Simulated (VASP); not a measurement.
Write the native input for VASP 6.6.1 that does the following.

```yaml
Task: single point
Functional: LDA
Potentials_or_basis: VASP PAW LDA potentials, release 64 (Y_sv, P, Pd)
Cutoff: 520 eV
k_mesh: 12 × 12 × 12
Occupations: gaussian, width 0.1 eV
Spin: no spin polarisation
Dipole_correction: no
Further_INCAR_settings: ALGO = Fast; EDIFF = 1e-06; NBANDS = 28
```

The structure of YP2Pd2 lies in POSCAR:

```
YP2Pd2
1.0
   -2.0064104201      2.0064104201      4.8671315794
    2.0064104201     -2.0064104201      4.8671315794
    2.0064104201      2.0064104201     -4.8671315794
Y P Pd
1 2 2
Direct
    0.0000000000      0.0000000000      0.0000000000
    0.3882839780      0.3882839780      0.0000000000
    0.6117160220      0.6117160220      0.0000000000
    0.7500000000      0.2500000000      0.5000000000
    0.2500000000      0.7500000000      0.5000000000
```

The cell is a database's computed one.

The cell isn't the ideal one: relaxed again under DFT LDA, scalar-relativistic, plane waves, PAW.

These files were run (other wordings do the same):

INCAR

```
PREC = Accurate
ENCUT = 520
EDIFF = 1E-6
ISMEAR = 0
SIGMA = 0.1
LREAL = False
LASPH = True
NELM = 100
ALGO = Fast
ISIF = 2
LWAVE = False
LCHARG = True
LELF = True
LVHAR = True
NBANDS = 28
```

KPOINTS

```
Automatic mesh
0
Gamma
  12 12 12
```

Potentials or basis: VASP PAW LDA potentials, release 64 (Y_sv, P, Pd).

Run with:

```bash
$ cat potpaw_LDA.64/Y_sv/POTCAR potpaw_LDA.64/P/POTCAR potpaw_LDA.64/Pd/POTCAR > POTCAR
$ mpirun -np 1 vasp_std > vasp.out
```

It gave:

* Pressure: 0.3 GPa
* Largest force: 0.066 eV/Å
* Band gap on the k mesh: none (metal or under the smearing width)

Run time: 9.9 min on 1 thread of Intel(R) Xeon(R) Platinum 8375C CPU @ 2.90GHz (Ice Lake), on a shared host, peak memory 0.5 GiB.
